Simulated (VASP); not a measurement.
Consider the following.

```yaml
crystal:
  lattice:
    - [0.00000, 3.01695, 3.01695]
    - [3.01695, 0.00000, 3.01695]
    - [3.01695, 3.01695, 0.00000]
  atoms:
    - { symbol: Ag, position: [0.00000, 0.00000, 0.00000] }
    - { symbol: Br, position: [0.50000, 0.50000, 0.50000] }
```

These are vdW-DF2, VASP's PBE PAW potentials (set 64) (plane waves; VASP 6.6.1) values and carry that method's errors. Settings: 520 eV cut-off, Gaussian smearing of 0.050 eV, potentials Ag Br.

**Question.** Give the energies of bands 2 to 11 at the high-symmetry points, in eV from the valence-band maximum.

**Answer.** 
```csv
band,Γ,X,U,L,W
2,-2.33,-3.15,-3.23,-4.07,-3.29
3,-2.33,-2.50,-3.08,-3.31,-2.97
4,-2.33,-2.21,-2.99,-3.31,-2.97
5,-2.32,-2.06,-2.23,-2.13,-2.07
6,-2.32,-2.06,-2.09,-2.13,-2.06
7,-1.35,-2.04,-1.87,-1.83,-1.88
8,-1.35,-2.04,-1.69,0.00,-1.88
9,-1.35,-2.03,-0.91,0.00,-1.20
10,0.67,1.77,2.93,4.20,3.46
11,10.13,7.52,6.91,5.58,7.10
```

The gap is indirect, 0.67 eV, from the valence maximum at L to the conduction minimum at Γ.

The compound is AgBr in the rock salt structure. It was relaxed first, which changed the volume by +14 %.
